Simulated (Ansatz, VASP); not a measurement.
## NiO: VASP beside Ansatz

One calculation is typed for both programs; each brings its own data sets. How far apart do they land? The cell is taken from a series of runs on this material, whose earlier steps may have relaxed, scaled, displaced or heated it; both programs get it as it stands.

Calculated with Ansatz 0.2.0; plane waves, with VASP 6.6.1 beside it; single point at PBE, DFT+U.

### Step 1. Starting point

Symmetry: Fm-3m, No. 225, cubic system. The conventional cell has a = 4.172 Å, b = 4.172 Å, c = 4.172 Å, α = 90.00°, β = 90.00°, γ = 90.00°. Nearest to Ni lie 6 O at 2.09 Å. O has 6 Ni at 2.09 Å nearest. Farther neighbours and most contacts between anions are not listed.

### Step 2. Ansatz: single point, PBE, DFT+U, pair 1

Ansatz runs on its default PAW (the set named soft_2) files.

A single point gives forces, pressure and levels at one fixed geometry, so differences don't come from the geometry; what else differs is listed under the comparison.

Contents of input.yaml:

```yaml
crystal:
  lattice:
    - [0.0, 2.0859016414, 2.0859016414]
    - [2.0859016414, 0.0, 2.0859016414]
    - [4.1718032828, 4.1718032828, 0.0]
  atoms:
    - { symbol: Ni, position: [0.0, 0.0, 0.0], spin: 1.7 }
    - { symbol: Ni, position: [0.0, 0.0, 0.5], spin: -1.7 }
    - { symbol: O, position: [0.5, 0.5, 0.25] }
    - { symbol: O, position: [0.5, 0.5, 0.75] }
magnetization:
  spin_polarized: true
total_charge: 1.0
kpoints:
  mp_grid: { grid: [12, 12, 6] }
  band_path:
    path:
      - [0.0, 0.0, 0.0]
      - [0.0, 0.0, -0.5]
      - [0.3125, 0.625, 0.125]
      - [0.3125, 0.6875, 0.5]
      - [0.5, 0.5, 0.5]
      - [0.0, 0.0, 0.0]
      - [0.34375, 0.6875, 0.6875]
    npoints: 11
hamiltonian:
  xc: pbe
  hubbard:
    sites: [{ species: Ni, l: d, u_eff: 6.0, starting_ns: occupation_matrices }]
scf:
  occupations: { method: fermi_dirac, width: 0.1 }
  lower_state_search: "off"
output:
  write_bands: true
  eigenstates:
    nscf_kmesh: { grid: [14, 14, 7] }
    top_band: c48
    exchange_couplings: { magnetic: [{ species: Ni }], moments: rigid }
```

The run is started by

```
$ ansatz run input.yaml --threads 2 --pin off --max-ram 5120MiB --backend cpu --events-out ev --progress --plain --runs-dir out
```

Numbers of over 12 decimals in the logs are rounded to 6 here.

What it wrote:

```text
Ni: projections on atomic orbitals take those of the free atom [Ne] 3s2 3p6 3d8 4s2, of charge +0.00 (hamiltonian.pseudopotentials.projection_atoms); the dataset's partial waves leave at most 1.6e-6 of an orbital's norm unspanned inside its sphere
O: projections on atomic orbitals take those of the free atom [He] 2s2 2p4, of charge +0.00 (hamiltonian.pseudopotentials.projection_atoms); the dataset's partial waves leave at most 1.9e-8 of an orbital's norm unspanned inside its sphere
hamiltonian.hubbard.sites[].starting_ns: atoms 0, 1 take their starting occupation matrices from occupation_matrices, whose run converged (SHA-256 )
Engine: ansatz 0.2.0, x86_64-unknown-linux-gnu
Pseudopotentials: kind: paw
Pseudopotential: Ni, paw, valence charge 18, recommended cutoff 420 eV (normal), Ni.paw.azcp
Pseudopotential: O, paw, valence charge 6, recommended cutoff 420 eV (normal), O.paw.azcp
Functional definition: PBE
  parameter kappa = 0.804
  parameter beta = 0.066725
  exchange = pbe_x(kappa = kappa, mu = beta*pi^2/3)
  correlation = pbe_c(beta = beta)
Crystal: 4 atoms, lattice volume = 36.303 Å³
Basis set: ecut = 420 eV, 683 PW (Γ)
Bands: 31, of which v1, the nominal top of the filled ones, is band 24 counted from 1 (23 counted from 0)
Symmetry: 12 space group operations
Space group: R-3m (ITA 166), of the structure as read, at distance tolerance 3.3e-5 Å
Magnetic group: BNS 166.102 (UNI 1332), of the structure as read, at distance tolerance 3.3e-5 Å
k-points: 98 of 864
Non-local potential: Ni, projectors of the file, l = 0: 3, l = 1: 2, l = 2: 3, l = 3: 1
Non-local potential: O, projectors of the file, l = 0: 2, l = 1: 2, l = 2: 1
PAW form: soft (Blöchl's): semilocal exchange-correlation on the pseudo side does not see the compensation charge
PAW one-centre angular grid: Ni, 590 points (default); XC on 64 Gauss nodes
PAW one-centre angular grid: O, 110 points (default); XC on 64 Gauss nodes
Initial density: superposition of atomic densities (chi_scale 0.1, normalization cell, long waves kept (reshape's long-wave potential 0.00 eV rms))
Starting moments: Σ|m| = 3.4 μB on 2 of 4 sites
Starting magnetic order: antiferromagnet; a translation exchanges its spin sublattices: spin-degenerate at every k-point
Initial wavefunctions: pseudopotential atomic-orbital guess
Functional: x = pbe(κ = 0.804, μ = 0.219515), c = pbe(β = 0.066725)
SCF iter   1: F=—  HF=-12840.051449 eV  |F-HF|=—  |Δ(HF+E_count)|=         —  Δρ=3.91e-1 (↑3.91e-1 ↓3.91e-1)  dr2=1.38e2  dr2_m=7.83e0  M=-0.000 μB ∫|m|=0.588 μB  β_m=0.30  ethr=3.10e-3  ⟨swp⟩=5.2  Hψ=21453  notcnv=0  defer=135
preconditioner: auto → Kerker (q_TF=auto, 2.848 Å⁻¹)  [metal: Δε(μ)=0.029 eV  Ē_g=16.046 eV  σ=0.100 eV  W_gap=0.07  n_scr=16 (ndim 8)  ℏωp=34.3 eV  f_vac=0.000  D(μ)=2.53/eV (n_scr^D=28)]
spin=Collinear: Kerker preconditioning applied to the charge; magnetization (m = ρ↑ − ρ↓) channel mixes plain (no charge-response kernel on spin).
SCF iter   2: F=—  HF=-12821.933551 eV  |F-HF|=—  |Δ(HF+E_count)|=    1.81e1  Δρ=1.10e-1 (↑1.10e-1 ↓1.10e-1)  dr2=3.72e0  dr2_m=1.74e0  M=0.000 μB ∫|m|=3.241 μB  β_m=1.00  ethr=3.10e-3  ⟨swp⟩=4.0  Hψ=17851  notcnv=0  defer=196
SCF iter   3: F=—  HF=-12820.601889 eV  |F-HF|=—  |Δ(HF+E_count)|=    1.33e0  Δρ=4.67e-2 (↑4.67e-2 ↓4.67e-2)  dr2=1.13e0  dr2_m=9.83e-3  M=0.000 μB ∫|m|=3.303 μB  β_m=1.00  ethr=3.10e-3  ⟨swp⟩=3.0  Hψ=13614  notcnv=0  defer=528
SCF iter   4: F=—  HF=-12821.574597 eV  |F-HF|=—  |Δ(HF+E_count)|=   9.73e-1  Δρ=2.07e-2 (↑2.07e-2 ↓2.07e-2)  dr2=4.33e-1  dr2_m=2.59e-3  M=0.000 μB ∫|m|=3.315 μB  β_m=0.30  ethr=2.40e-3  ⟨swp⟩=3.0  Hψ=12684  notcnv=0  defer=536
Mixer restart at iter 4: flushing history
spin-set hold released at iteration 4 (site moments contracting): the magnetisation degrees of freedom join the quasi-Newton model from the next iteration; the mixer history was flushed
SCF iter   5: F=—  HF=-12821.771178 eV  |F-HF|=—  |Δ(HF+E_count)|=   1.97e-1  Δρ=1.09e-2 (↑1.09e-2 ↓1.09e-2)  dr2=4.54e-2  dr2_m=9.23e-3  M=0.000 μB ∫|m|=3.387 μB  β_m=0.41  ethr=9.22e-4  ⟨swp⟩=3.4  Hψ=10767  notcnv=0  defer=538
SCF iter   6: F=—  HF=-12822.024396 eV  |F-HF|=—  |Δ(HF+E_count)|=   2.53e-1  Δρ=9.52e-3 (↑9.52e-3 ↓9.52e-3)  dr2=4.40e-2  dr2_m=8.69e-3  M=0.000 μB ∫|m|=3.419 μB  β_m=0.68  ethr=9.66e-5  ⟨swp⟩=2.0  Hψ=11766  notcnv=0  defer=538
SCF iter   7: F=—  HF=-12822.171370 eV  |F-HF|=—  |Δ(HF+E_count)|=   1.47e-1  Δρ=2.32e-3 (↑2.32e-3 ↓2.32e-3)  dr2=3.06e-3  dr2_m=8.48e-4  M=0.000 μB ∫|m|=3.471 μB  β_m=0.77  ethr=9.36e-5  ⟨swp⟩=2.0  Hψ=11076  notcnv=0  defer=538
SCF iter   8: F=—  HF=-12822.172236 eV  |F-HF|=—  |Δ(HF+E_count)|=   8.66e-4  Δρ=9.03e-4 (↑9.02e-4 ↓9.03e-4)  dr2=3.78e-4  dr2_m=6.55e-5  M=0.000 μB ∫|m|=3.473 μB  β_m=0.84  ethr=6.50e-6  ⟨swp⟩=2.0  Hψ=8450  notcnv=0  defer=538
SCF iter   9: F=—  HF=-12822.172378 eV  |F-HF|=—  |Δ(HF+E_count)|=   1.42e-4  Δρ=3.41e-4 (↑3.41e-4 ↓3.41e-4)  dr2=1.01e-4  dr2_m=9.90e-7  M=0.000 μB ∫|m|=3.473 μB  β_m=0.92  ethr=8.04e-7  ⟨swp⟩=2.0  Hψ=8354  notcnv=0  defer=538
SCF iter  10: F=—  HF=-12822.172383 eV  |F-HF|=—  |Δ(HF+E_count)|=   4.58e-6  Δρ=5.00e-5 (↑4.97e-5 ↓5.00e-5)  dr2=2.62e-6  dr2_m=3.48e-8  M=0.000 μB ∫|m|=3.474 μB  β_m=0.96  ethr=2.14e-7  ⟨swp⟩=2.5  Hψ=8156  notcnv=0  defer=538
SCF iter  11: F=—  HF=-12822.172385 eV  |F-HF|=—  |Δ(HF+E_count)|=   2.17e-6  Δρ=2.29e-5 (↑2.18e-5 ↓2.29e-5)  dr2=3.93e-7  dr2_m=1.97e-8  M=0.000 μB ∫|m|=3.474 μB  β_m=0.98  ethr=5.56e-9  ⟨swp⟩=2.0  Hψ=8266  notcnv=0  defer=538
SCF iter  12: F=—  HF=-12822.172386 eV  |F-HF|=—  |Δ(HF+E_count)|=   4.81e-7  Δρ=1.45e-5 (↑1.45e-5 ↓1.41e-5)  dr2=1.34e-7  dr2_m=1.34e-8  M=-0.000 μB ∫|m|=3.474 μB  β_m=0.97  ethr=2.13e-10  ⟨swp⟩=8.5  Hψ=24798  notcnv=0
SCF iter  13: F=—  HF=-12822.172386 eV  |F-HF|=—  |Δ(HF+E_count)|=   4.06e-8  Δρ=1.63e-5 (↑1.58e-5 ↓1.63e-5)  dr2=1.82e-7  dr2_m=1.39e-8  M=0.000 μB ∫|m|=3.474 μB  β_m=0.77  ethr=2.13e-10  ⟨swp⟩=4.0  Hψ=19585  notcnv=0
SCF iter  14: F=-12822.172386 eV  HF=-12822.172386 eV  |F-HF|=1.38e-9  |Δ(HF+E_count)|=   3.20e-8  Δρ=4.27e-6 (↑4.27e-6 ↓4.09e-6)  dr2=5.73e-9  dr2_m=2.46e-9  M=0.000 μB ∫|m|=3.474 μB  ethr=2.13e-10  ⟨swp⟩=1.2  Hψ=16494  notcnv=0
SCF 1 converged in 14 iterations: F = -12822.172386 eV  dr2 = 5.73e-9
  greatest PAW one-centre occupation: 1.001 electrons in one spin orbital (limit 2), on the Ni atom at site 1 (counted from 0), in its partial waves of l = 1
NSCF: frozen V_eff on 67 k-points
NSCF: frozen V_eff on 144 k-points
Exchange couplings: 0 of 2 parts done
Exchange couplings: 1 of 2 parts done
SCF converged after 14 iterations
Magnetization: 0.0000 μB (23.5000 up, 23.5000 down)
Absolute magnetization: 3.4726 μB (∫|ρ↑−ρ↓|, with the PAW one-centre terms)
Spin contamination: 1.7682 ħ² per cell (⟨S²⟩ above its minimum at these occupations)
Per-site moments (μB) at R_I (Å): [(1.634095, 0.860434), (-1.634089, 0.860434), (7.933109793563e-6, 0.860434), (7.933109793621928e-6, 0.860434)]
Free energy (F): -12822.172386 eV
Harris-Foulkes:  -12822.172386 eV  (|F-HF|=1.38e-9)
Internal energy: -12822.039549 eV  (E = F + TS)
E sigma→0 (E₀):  -12822.105967 eV
Entropy (-TS):   -0.132836 eV (-33.209 meV/atom)
Fermi energy:    12.180284 eV
--- Per-component energies (eV) ---
  E_band       = -735.393261
  E_kinetic    = 879.004029
  E_local      = -7935.539610  (includes V_loc(G=0)·N_el)
  E_nonlocal   = 1364.565208
  E_hartree    = 3246.866867
  E_xc         = -301.922237
  E_vxc        = -386.906173  (∫ρ·V_xc dr)
  E_hubbard    = 2.009864  (on-site DFT+U / exact-exchange correction)
  E_vhub       = -44.847392  (the Hubbard potential's part of the band-sum identity)
  E_paw        = -3567.432075  (= ΣΔE_a)
  E_vpaw       = -1105.413395  (= ΣTr[D̂ρ^β])
  E_aug_tail   = 0.006225  (compensation charges beyond the density's cutoff)
  E_ewald      = -6509.597820
  E_smearing   = -0.132836  (= −TS)
  E_closure    = -0.000000  (closes the sum)
  E_deformation_potential = 21.968505  (in the stress; not in F)
  Σ components = -12822.172386   (vs F -12822.172386, Δ=0.00e0)
--- Specified on-site occupations, and those of the state reported ---
  electrons in the specified blocks: 16.5696 specified, 16.2890 found
  site 1 (l=d) ↓: largest change of an orbital's occupation 0.0355; electrons 4.9846 specified, 4.9087 found; spectral distance 0.0503
  site 0 (l=d) ↑: largest change of an orbital's occupation 0.0355; electrons 4.9846 specified, 4.9087 found; spectral distance 0.0503
  site 1 (l=d) ↑: largest change of an orbital's occupation 0.0254; electrons 3.3002 specified, 3.2358 found; spectral distance 0.0367
  site 0 (l=d) ↓: largest change of an orbital's occupation 0.0254; electrons 3.3002 specified, 3.2358 found; spectral distance 0.0367
--- Band table (eV; the first three rows and the last of 196) ---
  k-point 0 ↑: bands = [... 20 lower, 11.6506, 11.6729, 11.9262, 11.9262, 16.3678, 17.0413, 17.0413, 20.4961, ... 3 higher]
  k-point 1 ↑: bands = [... 20 lower, 11.4155, 11.4155, 12.2137, 12.2137, 16.8515, 16.9967, 16.9967, 20.3981, ... 3 higher]
  k-point 2 ↑: bands = [... 20 lower, 11.2031, 11.2031, 12.5334, 12.5334, 16.9053, 16.9053, 17.9152, 19.9503, ... 3 higher]
  k-point 97 ↓: bands = [... 20 lower, 10.6432, 10.8305, 11.5747, 11.8481, 16.9164, 17.0490, 23.4194, 23.7348, ... 3 higher]
Occupation matrices written to <dir>
```

[end of part 1 of 3]

[Lines on the potential files, build, host, timing and source positions are cut from VASP's logs without a mark.]

[Logs are printed without paths, hosts, clocks, repeated set-up lines and the standing remarks that a program may print on its own settings, such as how far it seeks lower states.]

[Hosts, paths, dates, database ids (printed as entryN), source tags and the programs' standing remarks are cut or masked in the printed files.]
